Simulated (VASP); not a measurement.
Data:

```
AlRu
1.0
    2.85105     0.00000     0.00000
    0.00000     2.85105     0.00000
    0.00000     0.00000     2.85105
Al Ru
1 1
Direct
  0.50000   0.50000   0.50000
  0.00000   0.00000   0.00000
```

Level of theory: PBE GGA, VASP's PBE PAW potentials (set 64) (plane waves; VASP). Numerical set-up: 500 eV cut-off, 13×13×13 Γ-centred mesh, first-order Methfessel-Paxton smearing of 0.10 eV, potentials Al Ru_pv.

Predict the energy per atom (σ→0), pressure, band gap (on the k-mesh) with the smallest direct gap where there is one.

```
Item                                                         Value
------------------------  ----------------------------------------
band gap (on the k-mesh)  none (metal, semimetal or under 0.01 eV)
energy per atom (σ→0)                           -665.0 kJ/mol-atom
pressure                                                 44.93 GPa
```

Total energies compare only between runs with the same potentials, cut-off and functional.

The compound is RuAl in the CsCl type structure. It was relaxed first under an external pressure of 45 GPa. The electron count is odd and the run is not spin-polarised, which forces a metal.
